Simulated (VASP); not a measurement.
Here is the system:

```
RhN
1.0
    0.00000     2.45951     2.45951
    2.45951     0.00000     2.45951
    2.45951     2.45951     0.00000
Rh N
1 1
Direct
  0.00000   0.00000   0.00000
  0.25000   0.25000   0.25000
```

The numbers are results of PBEsol GGA, VASP's PBE PAW potentials (set 64) (plane waves; VASP), not measurements. Numerical set-up: 520 eV cut-off, 12×12×12 Γ-centred mesh, first-order Methfessel-Paxton smearing of 0.10 eV, potentials Rh_pv N.

Energy and stress use the plane-wave basis of the starting cell.

### Question
The ions, cell shape and volume are relaxed. Predict the relaxed structure.

### Answer

```
RhN
1.0
    0.00000     2.27037     2.27037
    2.27037     0.00000     2.27037
    2.27037     2.27037     0.00000
Rh N
1 1
Direct
  0.00000   0.00000   0.00000
  0.25000   0.25000   0.25000
```
Space group F-43m (216), at a tolerance of 0.03 Å.

### Question
How do energy and volume change from the first to the last step?

### Answer
The energy (σ→0) changes by -423.3 meV/atom and the volume by -21.3 %, in 5 ionic steps.

The structure was generated: RhN was put into the zinc blende type (F-43m), which need not be its known phase. This run relaxes it. Symmetry was kept, so distortions that lower it aren't found.
